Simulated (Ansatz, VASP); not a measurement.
# Sn: VASP beside Ansatz

One calculation is typed for both programs; each brings its own data sets. How far apart do they land? The cell is taken from a series of runs on this material, whose earlier steps may have relaxed, scaled, displaced or heated it; both programs get it as it stands.

Calculated with Ansatz 0.2.0; plane waves, with VASP 6.6.1 beside it; zone-centre phonons at LDA.

## (1) Starting point

The structure is trigonal, space group R-3m (No. 166). The conventional cell has a = 4.485 Å, b = 4.485 Å, c = 11.340 Å, α = 90.00°, β = 90.00°, γ = 120.00°. Nearest to Sn lie 4 Sn at 2.77 to 2.80 Å.

## (2) VASP: zone-centre phonons, LDA

Second derivatives magnify differences that forces hide, and they need a tight electronic threshold.

Lines of VASP's logs that name or quote its potential files are left out, and so is its time.

Contents of INCAR:

```
SYSTEM = Sn
PREC = Accurate
ENCUT = 500
EDIFF = 1E-08
NELM = 120
ISMEAR = 0
SIGMA = 0.015
LREAL = .FALSE.
ALGO = Normal
GGA = PW92
NBANDS = 20
LORBIT = 11
LWAVE = .FALSE.
LCHARG = .FALSE.
ISIF = 2
ISYM = 2
IBRION = 8
LASPH = .TRUE.
GGA_COMPAT = .FALSE.
KPAR = 2
```

Contents of POSCAR:

```
Sn
1.0
    0.0681397011      3.2394805500      3.2394805500
    3.2394805500      0.0681397011      3.2394805500
    3.2394805500      3.2394805500      0.0681397011
Sn
2
Direct
    0.5017600694      0.5017600694      0.5017600694
    0.7482399306      0.7482399306      0.7482399306
```

Contents of KPOINTS:

```
Points of the shifted mesh
1728
Reciprocal
 0.0416666667  0.0416666667  0.0416666667 1
 0.0416666667  0.0416666667  0.1250000000 1
 0.0416666667  0.0416666667  0.2083333333 1
 0.0416666667  0.0416666667  0.2916666667 1
 0.0416666667  0.0416666667  0.3750000000 1
 0.0416666667  0.0416666667  0.4583333333 1
 0.0416666667  0.0416666667  0.5416666667 1
 0.0416666667  0.0416666667  0.6250000000 1
 0.0416666667  0.0416666667  0.7083333333 1
 0.0416666667  0.0416666667  0.7916666667 1
 0.0416666667  0.0416666667  0.8750000000 1
 0.0416666667  0.0416666667  0.9583333333 1
 0.0416666667  0.1250000000  0.0416666667 1
 0.0416666667  0.1250000000  0.1250000000 1
 0.0416666667  0.1250000000  0.2083333333 1
 0.0416666667  0.1250000000  0.2916666667 1
 0.0416666667  0.1250000000  0.3750000000 1
 0.0416666667  0.1250000000  0.4583333333 1
 0.0416666667  0.1250000000  0.5416666667 1
 0.0416666667  0.1250000000  0.6250000000 1
 0.0416666667  0.1250000000  0.7083333333 1
 0.0416666667  0.1250000000  0.7916666667 1
 0.0416666667  0.1250000000  0.8750000000 1
 0.0416666667  0.1250000000  0.9583333333 1
 0.0416666667  0.2083333333  0.0416666667 1
 0.0416666667  0.2083333333  0.1250000000 1
 0.0416666667  0.2083333333  0.2083333333 1
 0.0416666667  0.2083333333  0.2916666667 1
 0.0416666667  0.2083333333  0.3750000000 1
 0.0416666667  0.2083333333  0.4583333333 1
 0.0416666667  0.2083333333  0.5416666667 1
 0.0416666667  0.2083333333  0.6250000000 1
 0.0416666667  0.2083333333  0.7083333333 1
 0.0416666667  0.2083333333  0.7916666667 1
 0.0416666667  0.2083333333  0.8750000000 1
 0.0416666667  0.2083333333  0.9583333333 1
 0.0416666667  0.2916666667  0.0416666667 1
 0.0416666667  0.2916666667  0.1250000000 1
 0.0416666667  0.2916666667  0.2083333333 1
 0.0416666667  0.2916666667  0.2916666667 1
 0.0416666667  0.2916666667  0.3750000000 1
 0.0416666667  0.2916666667  0.4583333333 1
 0.0416666667  0.2916666667  0.5416666667 1
 0.0416666667  0.2916666667  0.6250000000 1
 0.0416666667  0.2916666667  0.7083333333 1
 0.0416666667  0.2916666667  0.7916666667 1
 0.0416666667  0.2916666667  0.8750000000 1
 0.0416666667  0.2916666667  0.9583333333 1
 0.0416666667  0.3750000000  0.0416666667 1
 0.0416666667  0.3750000000  0.1250000000 1
 0.0416666667  0.3750000000  0.2083333333 1
 0.0416666667  0.3750000000  0.2916666667 1
 0.0416666667  0.3750000000  0.3750000000 1
 0.0416666667  0.3750000000  0.4583333333 1
 0.0416666667  0.3750000000  0.5416666667 1
 0.0416666667  0.3750000000  0.6250000000 1
 0.0416666667  0.3750000000  0.7083333333 1
 0.0416666667  0.3750000000  0.7916666667 1
 0.0416666667  0.3750000000  0.8750000000 1
 0.0416666667  0.3750000000  0.9583333333 1
 0.0416666667  0.4583333333  0.0416666667 1
 0.0416666667  0.4583333333  0.1250000000 1
 0.0416666667  0.4583333333  0.2083333333 1
 0.0416666667  0.4583333333  0.2916666667 1
 0.0416666667  0.4583333333  0.3750000000 1
 0.0416666667  0.4583333333  0.4583333333 1
 0.0416666667  0.4583333333  0.5416666667 1
 0.0416666667  0.4583333333  0.6250000000 1
 0.0416666667  0.4583333333  0.7083333333 1
 0.0416666667  0.4583333333  0.7916666667 1
 0.0416666667  0.4583333333  0.8750000000 1
 0.0416666667  0.4583333333  0.9583333333 1
 0.0416666667  0.5416666667  0.0416666667 1
 0.0416666667  0.5416666667  0.1250000000 1
 0.0416666667  0.5416666667  0.2083333333 1
 0.0416666667  0.5416666667  0.2916666667 1
 0.0416666667  0.5416666667  0.3750000000 1
 0.0416666667  0.5416666667  0.4583333333 1
 0.0416666667  0.5416666667  0.5416666667 1
 0.0416666667  0.5416666667  0.6250000000 1
 0.0416666667  0.5416666667  0.7083333333 1
 0.0416666667  0.5416666667  0.7916666667 1
 0.0416666667  0.5416666667  0.8750000000 1
 0.0416666667  0.5416666667  0.9583333333 1
 0.0416666667  0.6250000000  0.0416666667 1
 0.0416666667  0.6250000000  0.1250000000 1
 0.0416666667  0.6250000000  0.2083333333 1
 0.0416666667  0.6250000000  0.2916666667 1
 0.0416666667  0.6250000000  0.3750000000 1
 0.0416666667  0.6250000000  0.4583333333 1
 0.0416666667  0.6250000000  0.5416666667 1
 0.0416666667  0.6250000000  0.6250000000 1
 0.0416666667  0.6250000000  0.7083333333 1
 0.0416666667  0.6250000000  0.7916666667 1
 0.0416666667  0.6250000000  0.8750000000 1
 0.0416666667  0.6250000000  0.9583333333 1
 0.0416666667  0.7083333333  0.0416666667 1
 0.0416666667  0.7083333333  0.1250000000 1
 0.0416666667  0.7083333333  0.2083333333 1
 0.0416666667  0.7083333333  0.2916666667 1
 0.0416666667  0.7083333333  0.3750000000 1
 0.0416666667  0.7083333333  0.4583333333 1
 0.0416666667  0.7083333333  0.5416666667 1
 0.0416666667  0.7083333333  0.6250000000 1
 0.0416666667  0.7083333333  0.7083333333 1
 0.0416666667  0.7083333333  0.7916666667 1
 0.0416666667  0.7083333333  0.8750000000 1
 0.0416666667  0.7083333333  0.9583333333 1
 0.0416666667  0.7916666667  0.0416666667 1
 0.0416666667  0.7916666667  0.1250000000 1
 0.0416666667  0.7916666667  0.2083333333 1
 0.0416666667  0.7916666667  0.2916666667 1
[... 1390 lines left out ...]
 0.8750000000  0.4583333333  0.1250000000 1
 0.8750000000  0.4583333333  0.2083333333 1
 0.8750000000  0.4583333333  0.2916666667 1
 0.8750000000  0.4583333333  0.3750000000 1
 0.8750000000  0.4583333333  0.4583333333 1
 0.8750000000  0.4583333333  0.5416666667 1
 0.8750000000  0.4583333333  0.6250000000 1
 0.8750000000  0.4583333333  0.7083333333 1
 0.8750000000  0.4583333333  0.7916666667 1
 0.8750000000  0.4583333333  0.8750000000 1
 0.8750000000  0.4583333333  0.9583333333 1
 0.8750000000  0.5416666667  0.0416666667 1
 0.8750000000  0.5416666667  0.1250000000 1
 0.8750000000  0.5416666667  0.2083333333 1
 0.8750000000  0.5416666667  0.2916666667 1
 0.8750000000  0.5416666667  0.3750000000 1
 0.8750000000  0.5416666667  0.4583333333 1
 0.8750000000  0.5416666667  0.5416666667 1
 0.8750000000  0.5416666667  0.6250000000 1
 0.8750000000  0.5416666667  0.7083333333 1
 0.8750000000  0.5416666667  0.7916666667 1
 0.8750000000  0.5416666667  0.8750000000 1
 0.8750000000  0.5416666667  0.9583333333 1
 0.8750000000  0.6250000000  0.0416666667 1
 0.8750000000  0.6250000000  0.1250000000 1
 0.8750000000  0.6250000000  0.2083333333 1
 0.8750000000  0.6250000000  0.2916666667 1
 0.8750000000  0.6250000000  0.3750000000 1
 0.8750000000  0.6250000000  0.4583333333 1
 0.8750000000  0.6250000000  0.5416666667 1
 0.8750000000  0.6250000000  0.6250000000 1
 0.8750000000  0.6250000000  0.7083333333 1
 0.8750000000  0.6250000000  0.7916666667 1
 0.8750000000  0.6250000000  0.8750000000 1
 0.8750000000  0.6250000000  0.9583333333 1
 0.8750000000  0.7083333333  0.0416666667 1
 0.8750000000  0.7083333333  0.1250000000 1
 0.8750000000  0.7083333333  0.2083333333 1
 0.8750000000  0.7083333333  0.2916666667 1
 0.8750000000  0.7083333333  0.3750000000 1
 0.8750000000  0.7083333333  0.4583333333 1
 0.8750000000  0.7083333333  0.5416666667 1
 0.8750000000  0.7083333333  0.6250000000 1
 0.8750000000  0.7083333333  0.7083333333 1
 0.8750000000  0.7083333333  0.7916666667 1
 0.8750000000  0.7083333333  0.8750000000 1
 0.8750000000  0.7083333333  0.9583333333 1
 0.8750000000  0.7916666667  0.0416666667 1
 0.8750000000  0.7916666667  0.1250000000 1
 0.8750000000  0.7916666667  0.2083333333 1
 0.8750000000  0.7916666667  0.2916666667 1
 0.8750000000  0.7916666667  0.3750000000 1
 0.8750000000  0.7916666667  0.4583333333 1
 0.8750000000  0.7916666667  0.5416666667 1
 0.8750000000  0.7916666667  0.6250000000 1
 0.8750000000  0.7916666667  0.7083333333 1
 0.8750000000  0.7916666667  0.7916666667 1
 0.8750000000  0.7916666667  0.8750000000 1
 0.8750000000  0.7916666667  0.9583333333 1
 0.8750000000  0.8750000000  0.0416666667 1
 0.8750000000  0.8750000000  0.1250000000 1
 0.8750000000  0.8750000000  0.2083333333 1
 0.8750000000  0.8750000000  0.2916666667 1
 0.8750000000  0.8750000000  0.3750000000 1
 0.8750000000  0.8750000000  0.4583333333 1
 0.8750000000  0.8750000000  0.5416666667 1
 0.8750000000  0.8750000000  0.6250000000 1
 0.8750000000  0.8750000000  0.7083333333 1
 0.8750000000  0.8750000000  0.7916666667 1
 0.8750000000  0.8750000000  0.8750000000 1
 0.8750000000  0.8750000000  0.9583333333 1
 0.8750000000  0.9583333333  0.0416666667 1
 0.8750000000  0.9583333333  0.1250000000 1
 0.8750000000  0.9583333333  0.2083333333 1
 0.8750000000  0.9583333333  0.2916666667 1
 0.8750000000  0.9583333333  0.3750000000 1
 0.8750000000  0.9583333333  0.4583333333 1
 0.8750000000  0.9583333333  0.5416666667 1
 0.8750000000  0.9583333333  0.6250000000 1
 0.8750000000  0.9583333333  0.7083333333 1
 0.8750000000  0.9583333333  0.7916666667 1
 0.8750000000  0.9583333333  0.8750000000 1
 0.8750000000  0.9583333333  0.9583333333 1
 0.9583333333  0.0416666667  0.0416666667 1
 0.9583333333  0.0416666667  0.1250000000 1
 0.9583333333  0.0416666667  0.2083333333 1
 0.9583333333  0.0416666667  0.2916666667 1
 0.9583333333  0.0416666667  0.3750000000 1
 0.9583333333  0.0416666667  0.4583333333 1
 0.9583333333  0.0416666667  0.5416666667 1
 0.9583333333  0.0416666667  0.6250000000 1
 0.9583333333  0.0416666667  0.7083333333 1
 0.9583333333  0.0416666667  0.7916666667 1
 0.9583333333  0.0416666667  0.8750000000 1
 0.9583333333  0.0416666667  0.9583333333 1
 0.9583333333  0.1250000000  0.0416666667 1
 0.9583333333  0.1250000000  0.1250000000 1
 0.9583333333  0.1250000000  0.2083333333 1
 0.9583333333  0.1250000000  0.2916666667 1
 0.9583333333  0.1250000000  0.3750000000 1
 0.9583333333  0.1250000000  0.4583333333 1
 0.9583333333  0.1250000000  0.5416666667 1
 0.9583333333  0.1250000000  0.6250000000 1
 0.9583333333  0.1250000000  0.7083333333 1
 0.9583333333  0.1250000000  0.7916666667 1
 0.9583333333  0.1250000000  0.8750000000 1
 0.9583333333  0.1250000000  0.9583333333 1
 0.9583333333  0.2083333333  0.0416666667 1
 0.9583333333  0.2083333333  0.1250000000 1
 0.9583333333  0.2083333333  0.2083333333 1
 0.9583333333  0.2083333333  0.2916666667 1
 0.9583333333  0.2083333333  0.3750000000 1
 0.9583333333  0.2083333333  0.4583333333 1
 0.9583333333  0.2083333333  0.5416666667 1
 0.9583333333  0.2083333333  0.6250000000 1
 0.9583333333  0.2083333333  0.7083333333 1
 0.9583333333  0.2083333333  0.7916666667 1
 0.9583333333  0.2083333333  0.8750000000 1
 0.9583333333  0.2083333333  0.9583333333 1
 0.9583333333  0.2916666667  0.0416666667 1
 0.9583333333  0.2916666667  0.1250000000 1
 0.9583333333  0.2916666667  0.2083333333 1
 0.9583333333  0.2916666667  0.2916666667 1
 0.9583333333  0.2916666667  0.3750000000 1
 0.9583333333  0.2916666667  0.4583333333 1
 0.9583333333  0.2916666667  0.5416666667 1
 0.9583333333  0.2916666667  0.6250000000 1
 0.9583333333  0.2916666667  0.7083333333 1
 0.9583333333  0.2916666667  0.7916666667 1
 0.9583333333  0.2916666667  0.8750000000 1
 0.9583333333  0.2916666667  0.9583333333 1
 0.9583333333  0.3750000000  0.0416666667 1
 0.9583333333  0.3750000000  0.1250000000 1
 0.9583333333  0.3750000000  0.2083333333 1
 0.9583333333  0.3750000000  0.2916666667 1
 0.9583333333  0.3750000000  0.3750000000 1
 0.9583333333  0.3750000000  0.4583333333 1
 0.9583333333  0.3750000000  0.5416666667 1
 0.9583333333  0.3750000000  0.6250000000 1
 0.9583333333  0.3750000000  0.7083333333 1
 0.9583333333  0.3750000000  0.7916666667 1
 0.9583333333  0.3750000000  0.8750000000 1
 0.9583333333  0.3750000000  0.9583333333 1
 0.9583333333  0.4583333333  0.0416666667 1
 0.9583333333  0.4583333333  0.1250000000 1
 0.9583333333  0.4583333333  0.2083333333 1
 0.9583333333  0.4583333333  0.2916666667 1
 0.9583333333  0.4583333333  0.3750000000 1
 0.9583333333  0.4583333333  0.4583333333 1
 0.9583333333  0.4583333333  0.5416666667 1
 0.9583333333  0.4583333333  0.6250000000 1
 0.9583333333  0.4583333333  0.7083333333 1
 0.9583333333  0.4583333333  0.7916666667 1
 0.9583333333  0.4583333333  0.8750000000 1
 0.9583333333  0.4583333333  0.9583333333 1
 0.9583333333  0.5416666667  0.0416666667 1
 0.9583333333  0.5416666667  0.1250000000 1
 0.9583333333  0.5416666667  0.2083333333 1
 0.9583333333  0.5416666667  0.2916666667 1
 0.9583333333  0.5416666667  0.3750000000 1
 0.9583333333  0.5416666667  0.4583333333 1
 0.9583333333  0.5416666667  0.5416666667 1
 0.9583333333  0.5416666667  0.6250000000 1
 0.9583333333  0.5416666667  0.7083333333 1
 0.9583333333  0.5416666667  0.7916666667 1
 0.9583333333  0.5416666667  0.8750000000 1
 0.9583333333  0.5416666667  0.9583333333 1
 0.9583333333  0.6250000000  0.0416666667 1
 0.9583333333  0.6250000000  0.1250000000 1
 0.9583333333  0.6250000000  0.2083333333 1
 0.9583333333  0.6250000000  0.2916666667 1
 0.9583333333  0.6250000000  0.3750000000 1
 0.9583333333  0.6250000000  0.4583333333 1
 0.9583333333  0.6250000000  0.5416666667 1
 0.9583333333  0.6250000000  0.6250000000 1
 0.9583333333  0.6250000000  0.7083333333 1
 0.9583333333  0.6250000000  0.7916666667 1
 0.9583333333  0.6250000000  0.8750000000 1
 0.9583333333  0.6250000000  0.9583333333 1
 0.9583333333  0.7083333333  0.0416666667 1
 0.9583333333  0.7083333333  0.1250000000 1
 0.9583333333  0.7083333333  0.2083333333 1
 0.9583333333  0.7083333333  0.2916666667 1
 0.9583333333  0.7083333333  0.3750000000 1
 0.9583333333  0.7083333333  0.4583333333 1
 0.9583333333  0.7083333333  0.5416666667 1
 0.9583333333  0.7083333333  0.6250000000 1
 0.9583333333  0.7083333333  0.7083333333 1
 0.9583333333  0.7083333333  0.7916666667 1
 0.9583333333  0.7083333333  0.8750000000 1
 0.9583333333  0.7083333333  0.9583333333 1
 0.9583333333  0.7916666667  0.0416666667 1
 0.9583333333  0.7916666667  0.1250000000 1
 0.9583333333  0.7916666667  0.2083333333 1
 0.9583333333  0.7916666667  0.2916666667 1
 0.9583333333  0.7916666667  0.3750000000 1
 0.9583333333  0.7916666667  0.4583333333 1
 0.9583333333  0.7916666667  0.5416666667 1
 0.9583333333  0.7916666667  0.6250000000 1
 0.9583333333  0.7916666667  0.7083333333 1
 0.9583333333  0.7916666667  0.7916666667 1
 0.9583333333  0.7916666667  0.8750000000 1
 0.9583333333  0.7916666667  0.9583333333 1
 0.9583333333  0.8750000000  0.0416666667 1
 0.9583333333  0.8750000000  0.1250000000 1
 0.9583333333  0.8750000000  0.2083333333 1
 0.9583333333  0.8750000000  0.2916666667 1
 0.9583333333  0.8750000000  0.3750000000 1
 0.9583333333  0.8750000000  0.4583333333 1
 0.9583333333  0.8750000000  0.5416666667 1
 0.9583333333  0.8750000000  0.6250000000 1
 0.9583333333  0.8750000000  0.7083333333 1
 0.9583333333  0.8750000000  0.7916666667 1
 0.9583333333  0.8750000000  0.8750000000 1
 0.9583333333  0.8750000000  0.9583333333 1
 0.9583333333  0.9583333333  0.0416666667 1
 0.9583333333  0.9583333333  0.1250000000 1
 0.9583333333  0.9583333333  0.2083333333 1
 0.9583333333  0.9583333333  0.2916666667 1
 0.9583333333  0.9583333333  0.3750000000 1
 0.9583333333  0.9583333333  0.4583333333 1
 0.9583333333  0.9583333333  0.5416666667 1
 0.9583333333  0.9583333333  0.6250000000 1
 0.9583333333  0.9583333333  0.7083333333 1
 0.9583333333  0.9583333333  0.7916666667 1
 0.9583333333  0.9583333333  0.8750000000 1
 0.9583333333  0.9583333333  0.9583333333 1
```

Potentials, in the order of the species: Sn_d (LDA family, release 64).

The run is started by

```console
$ mpirun -np 2 vasp_std
```

Numbers of over 12 decimals in the logs are rounded to 6 here.

The program printed:

```text
[banner, memory and clock lines left out]
running    2 mpi-ranks, on    1 nodes
 distrk:  each k-point on    1 cores,    2 groups
 distr:  one band on    1 cores,    1 groups

 POSCAR found type information on POSCAR Sn
 POSCAR found :  1 types and       2 ions
|                                                                             |
|               ----> ADVICE to this user running VASP <----                  |
|                                                                             |
|     You enforced a specific xc type in the INCAR file but a different       |
|     [... a line on the potential file left out ...]
|     I HOPE YOU KNOW WHAT YOU ARE DOING!                                     |
|                                                                             |

 LDA part: xc-table for (Slater(with rela. corr.)+PW92), standard interpolation
 POSCAR, INCAR and KPOINTS ok, starting setup
 FFT: planning ... GRIDC
 FFT: planning ... GRID_SOFT
 FFT: planning ... GRID
 WAVECAR not read
 entering main loop
       N       E                     dE             d eps       ncg     rms          rms(c)
DAV:   1     0.223267102066E+03    0.22327E+03   -0.14815E+04 69656   0.203E+03
DAV:   2     0.148188820452E+02   -0.20845E+03   -0.20467E+03 69316   0.444E+02
DAV:   3    -0.828239694258E+01   -0.23101E+02   -0.22954E+02 78940   0.144E+02
DAV:   4    -0.902992372335E+01   -0.74753E+00   -0.74715E+00 78812   0.292E+01
DAV:   5    -0.905579867880E+01   -0.25875E-01   -0.25874E-01 94300   0.532E+00    0.348E+00
DAV:   6    -0.896115934913E+01    0.94639E-01   -0.45840E-02 83624   0.228E+00    0.196E+00
DAV:   7    -0.891519244683E+01    0.45967E-01   -0.70004E-02 72360   0.232E+00    0.152E-01
DAV:   8    -0.891578451756E+01   -0.59207E-03   -0.58944E-03 79944   0.841E-01    0.573E-02
DAV:   9    -0.891586972703E+01   -0.85209E-04   -0.23191E-04 91384   0.109E-01    0.200E-02
DAV:  10    -0.891587133177E+01   -0.16047E-05   -0.20323E-05 84696   0.474E-02    0.400E-03
DAV:  11    -0.891587163766E+01   -0.30589E-06   -0.18059E-06 78256   0.902E-03    0.227E-03
DAV:  12    -0.891587162783E+01    0.98275E-08   -0.22253E-07 88320   0.311E-03    0.610E-04
DAV:  13    -0.891587162943E+01   -0.15971E-08   -0.20699E-08 61796   0.127E-03
   1 F= -.89158716E+01 E0= -.89158582E+01  d E =-.268962E-04
 Linear response reoptimize wavefunctions to high precision
DAV:   1    -0.891587162940E+01    0.22283E-10   -0.36811E-09 62240   0.541E-04
DAV:   2    -0.891587162945E+01   -0.48203E-10   -0.55716E-10 41188   0.258E-04
 Linear response DOF=           1
 Linear response progress:
  Degree of freedom:   1/  1
       N       E                     dE             d eps       ncg     rms          rms(c)
RMM:   1    -0.216285516673E+00   -0.21629E+00    0.62961E-01 86664   0.104E+01
RMM:   2    -0.223157237852E+00   -0.68717E-02   -0.20547E-02121016   0.121E+00    0.714E-02
RMM:   3    -0.223351160577E+00   -0.19392E-03   -0.17140E-03126887   0.334E-01    0.331E-02
RMM:   4    -0.223277201929E+00    0.73959E-04   -0.11955E-04126561   0.101E-01    0.111E-02
RMM:   5    -0.223279015412E+00   -0.18135E-05   -0.17102E-05130027   0.336E-02    0.395E-03
RMM:   6    -0.223282427308E+00   -0.34119E-05   -0.31258E-06127474   0.988E-03    0.181E-03
RMM:   7    -0.223282307092E+00    0.12022E-06   -0.25712E-07127680   0.358E-03    0.386E-04
RMM:   8    -0.223279975336E+00    0.23318E-05   -0.10097E-07131064   0.130E-03    0.262E-04
RMM:   9    -0.223278528903E+00    0.14464E-05   -0.41746E-08131679   0.515E-04    0.422E-05
RMM:  10    -0.223278819611E+00   -0.29071E-06   -0.75049E-08136128   0.219E-04    0.342E-05
RMM:  11    -0.223278679544E+00    0.14007E-06    0.17121E-09133302   0.113E-04    0.788E-06
RMM:  12    -0.223278676269E+00    0.32757E-08   -0.28114E-08141426   0.636E-05    0.605E-06
 first order change of Fermi-energy  -0.46861E+00
 force on displaced ion       1 direction 1 :  -8.459  -0.016  -0.016
 Linear response finished
```

[end of part 1 of 2]

[Lines on the potential files, build, host, timing and source positions are cut from VASP's logs without a mark.]

[Logs are printed without paths, hosts, clocks, repeated set-up lines and the standing remarks that a program may print on its own settings, such as how far it seeks lower states.]

[Hosts, paths, dates, database ids (printed as entryN), source tags and the programs' standing remarks are cut or masked in the printed files.]
